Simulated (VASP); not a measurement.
These are PBEsol GGA, VASP's PBE PAW potentials (set 64) (plane waves; VASP) values and carry that method's errors.

VASP input:

KPOINTS:
```
Regular mesh
0
G
  7 7 7
0 0 0
```

POSCAR:
```
CuI
1
    0.0000000000     2.9685087804     2.9685087804
    2.9685087804     0.0000000000     2.9685087804
    2.9685087804     2.9685087804     0.0000000000
Cu I
1 1
Direct
  0.0000000000   0.0000000000   0.0000000000
  0.2500000000   0.2500000000   0.2500000000
```

**INCAR**
```
SYSTEM = CuI
PREC = Accurate
ENCUT = 530
EDIFF = 1E-7
NELM = 100
ALGO = Normal
LREAL = .FALSE.
LASPH = .TRUE.
ISMEAR = 0
SIGMA = 0.05
GGA = PS
LMAXMIX = 4
LWAVE = .FALSE.
LCHARG = .FALSE.
IBRION = 6
ISIF = 3
NFREE = 2
POTIM = 0.015
NSW = 1
```

POTCAR, in this order: Cu I (PBE.64 set). Program: vasp_std.

What VASP printed:

**OUTCAR**
```


 TOTAL ELASTIC MODULI (kBar)
 Direction    XX          YY          ZZ          XY          YZ          ZX
 --------------------------------------------------------------------------------
 XX         635.4763    440.1677    440.1677      0.0000      0.0000      0.0000
 YY         440.1677    635.4763    440.1677      0.0000      0.0000      0.0000
 ZZ         440.1677    440.1677    635.4763      0.0000      0.0000      0.0000
 XY           0.0000      0.0000      0.0000    237.8179      0.0000      0.0000
 YZ           0.0000      0.0000      0.0000      0.0000    237.8179      0.0000
 ZX           0.0000      0.0000      0.0000      0.0000     -0.0000    237.8179
 --------------------------------------------------------------------------------
```
(Selected blocks of OUTCAR.)

The compound is CuI in the zinc blende structure. It was relaxed first, which changed the volume by -5 %.
